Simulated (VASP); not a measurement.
```
CELL_PARAMETERS angstrom
      0.00000     2.55513     2.55513
      2.55513     0.00000     2.55513
      2.55513     2.55513     0.00000
ATOMIC_POSITIONS crystal
  Li 0.00000 0.00000 0.00000
  Cl 0.50000 0.50000 0.50000
```

All values below come from r2SCAN+rVV10, VASP's PBE PAW potentials (set 64) (plane waves; VASP). Settings: 520 eV cut-off, 9×9×9 Γ-centred mesh, Gaussian smearing of 0.050 eV, potentials Li_sv Cl.

Problem. Predict the energy per atom (σ→0), pressure, band gap (on the k-mesh) with the smallest direct gap where there is one.

Solution. 
| Quantity | Value |
|---|---|
| band gap (on the k-mesh) | 7.30 eV |
| smallest direct gap (on the k-mesh) | 7.30 eV |
| energy per atom (σ→0) | -6.158 eV/atom |
| pressure | -1.09 GPa |

Only differences to runs with the same potentials and settings are physical.

The compound is LiCl in the rock salt structure. This cell is one point of a volume scan, at 1.03 of the reference volume.
